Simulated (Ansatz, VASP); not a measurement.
## Equation of state of Tc3Sn under PBE

```
CELL_PARAMETERS angstrom
0.00000 3.17219 3.17219
3.17219 0.00000 3.17219
3.17219 3.17219 0.00000
ATOMIC_POSITIONS crystal
Sn 0.00000 0.00000 0.00000
Tc 0.50000 0.50000 0.50000
Tc 0.75000 0.75000 0.75000
Tc 0.25000 0.25000 0.25000
```

The cell comes from a database or a generator and needn't be the stable form of this composition.

The cell was scaled at fixed shape and fractions and run with Ansatz, Ansatz PAW, cutoff 500 eV; PBE, k mesh 7 × 7 × 7 on the cell of 4 atoms, fermi-dirac occupations of 0.05 eV, no spin polarisation, no spin-orbit coupling. Energies are those that the program minimises, any entropy of the smearing included. For a metal such a mesh isn't converged to the digits shown.

```csv
V (Å³/atom),energy over the lowest row (meV/atom)
15.0030,33.36
15.3222,11.46
15.6414,?
15.9606,0.00
16.2798,8.13
16.5990,24.16
16.9182,47.21
```

Fit the third-order Birch-Murnaghan form, give V0, B0 and B′, and predict the energy left open.

With y = (V0/V)^(2/3), E = E0 + (9 V0 B0/16) [(y - 1)³ B′ + (y - 1)² (6 - 4y)]. Least squares through the rows shown give V0 = 15.8248 Å³/atom, E0 = -0.82 meV, B0 = 231.7 GPa (1 eV/Å³ = 160.218 GPa) and B′ = 4.76, with a largest miss of 0.02 meV. At V = 15.6414 the form with these constants gives 0.75 meV; the run gave 0.75 meV an atom. Other set-ups at this level, from all their volumes (Å³/atom, GPa): VASP, PBE PAW files Sn_d, Tc_pv, 520 eV: V0 15.817, B0 231.9.
